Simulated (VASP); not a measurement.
VASP ran on this input.

INCAR:
```
LCHARG = F
ENCUT = 400   ! plane-wave cut-off (eV)
ALGO = Normal   ! blocked Davidson
LWAVE = F
NELM = 100   ! most electronic steps
NSW = 30   ! most ionic steps
LREAL = F
EDIFF = 1E-8   ! SCF stop (eV)
EDIFFG = -0.001
ISMEAR = 1
SIGMA = 0.1
ISIF = 2
SYSTEM = Al
IBRION = 1   ! quasi-Newton
LASPH = T
PREC = Accurate
```

File POSCAR:
```
Al
1
    2.8258405406     0.0000000000     0.0000000000
   -1.4129202703     2.4472498907     0.0000000000
    0.0000000000     0.0000000000     4.6029457975
Al
2
Direct
  0.6666670000   0.3333330000   0.7500000000
  0.3333330000   0.6666670000   0.2500000000
```

### KPOINTS
```
K-points
0
gamma
  13 13 7
0 0 0
```

POTCAR, in this order: Al (LDA.64 set). Program: vasp_std.

Q: Write an equivalent input for Quantum ESPRESSO's pw.x.

A: One equivalent input (not run):
```
&CONTROL
  calculation = 'relax'
  pseudo_dir = './pseudo'
  outdir = './out'
  tprnfor = .true.
  tstress = .true.
  nstep = 30
  forc_conv_thr = 3.9e-05
/
&SYSTEM
  ibrav = 0
  nat = 2
  ntyp = 1
  ecutwfc = 44
  occupations = 'smearing'
  smearing = 'methfessel-paxton'
  degauss = 0.00735
  input_dft = 'pz'
/
&ELECTRONS
  conv_thr = 7.3e-10
  electron_maxstep = 100
/
&IONS
/
ATOMIC_SPECIES
  Al 26.982 Al.upf
CELL_PARAMETERS angstrom
     2.8258405    0.0000000    0.0000000
    -1.4129203    2.4472499    0.0000000
     0.0000000    0.0000000    4.6029458
ATOMIC_POSITIONS crystal
  Al   0.6666670  0.3333330  0.7500000
  Al   0.3333330  0.6666670  0.2500000
K_POINTS automatic
  13 13 7 0 0 0
```
The two are equivalent in intent, not identical: the potentials are each code's own (VASP's PAW set, PseudoDojo norm-conserving files in pw.x), so ENCUT and ecutwfc are chosen apart and not converted; conv_thr bounds pw.x's estimated SCF error, while EDIFF bounds the energy change between steps; forc_conv_thr acts on force components and is met together with etot_conv_thr.

The structure comes from a computed database's Al entry (P6_3/mmc); how it stands against other phases isn't given here. It was relaxed first. The start is the result of an earlier pass.
